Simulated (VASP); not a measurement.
Here is the system:

```yaml
crystal:
  lattice:
    - [4.67131, 0.00000, 0.00000]
    - [-2.33565, 4.04547, 0.00000]
    - [0.00000, 0.00000, 7.64397]
  atoms:
    - { symbol: Cd, position: [0.33333, 0.66667, 0.00046] }
    - { symbol: Cd, position: [0.66667, 0.33333, 0.50046] }
    - { symbol: Te, position: [0.33333, 0.66667, 0.37454] }
    - { symbol: Te, position: [0.66667, 0.33333, 0.87454] }
```

Calculation: modified Becke-Johnson potential (mBJ) with spin-orbit coupling, VASP's PBE PAW potentials (set 64) (plane waves; VASP). Settings: 400 eV cut-off, 4×4×2 Γ-centred mesh, Gaussian smearing of 0.050 eV, potentials Cd Te.

mBJ is a potential without an energy functional, so only the levels count.

Problem. Give the energies of bands 27 to 40 at the high-symmetry points, in eV from the valence-band maximum.

Solution. 
| band | Γ | M | K | A | L | H |
|---|---|---|---|---|---|---|
| 27 | -1.15 | -3.42 | -3.46 | -2.55 | -3.92 | -3.75 |
| 28 | -1.15 | -3.42 | -3.46 | -2.55 | -3.92 | -3.75 |
| 29 | -0.81 | -2.51 | -2.77 | -0.83 | -1.59 | -2.45 |
| 30 | -0.81 | -2.51 | -2.77 | -0.83 | -1.59 | -2.45 |
| 31 | -0.67 | -1.76 | -2.01 | -0.83 | -1.59 | -2.11 |
| 32 | -0.67 | -1.76 | -1.90 | -0.83 | -1.59 | -2.11 |
| 33 | -0.03 | -1.44 | -1.90 | -0.35 | -1.20 | -1.26 |
| 34 | -0.03 | -1.44 | -1.73 | -0.35 | -1.20 | -1.26 |
| 35 | 0.00 | -0.81 | -1.55 | -0.35 | -1.20 | -1.12 |
| 36 | 0.00 | -0.81 | -1.55 | -0.35 | -1.20 | -1.12 |
| 37 | 1.45 | 2.90 | 3.92 | 2.52 | 2.76 | 3.24 |
| 38 | 1.45 | 2.90 | 3.92 | 2.52 | 2.76 | 3.24 |
| 39 | 2.18 | 3.09 | 3.95 | 2.52 | 2.76 | 3.34 |
| 40 | 2.18 | 3.09 | 4.34 | 2.52 | 2.76 | 3.34 |

The gap is direct, 1.45 eV, from the valence maximum at Γ to the conduction minimum at Γ.

The structure comes from a computed database's CdTe entry (P6_3mc); how it stands against other phases isn't given here. It was relaxed first. The cell's shape comes from a PBE relaxation.
